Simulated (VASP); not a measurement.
Here is the system:

```
CELL_PARAMETERS angstrom
      0.00000     2.07974     2.07974
      2.07974     0.00000     2.07974
      2.07974     2.07974     0.00000
ATOMIC_POSITIONS crystal
  Au 0.00000 0.00000 0.00000
```

Computed with optB88-vdW, VASP's PBE PAW potentials (set 64) (plane waves; VASP). Run with 520 eV cut-off, Gaussian smearing of 0.050 eV, potentials Au.

Unless said otherwise, spin-orbit coupling is left out, though it shifts the bands of the heavy elements here.

Q: What does the run give for the band gap (along the path) with the smallest direct gap where there is one?

A: 
The band gap (along the path) comes out as none (metal, semimetal or under 0.01 eV).

The absolute energy has meaning only against runs of the same code, potentials and settings.

The compound is Au in the fcc structure. It was relaxed first, which changed the volume by +6 %.
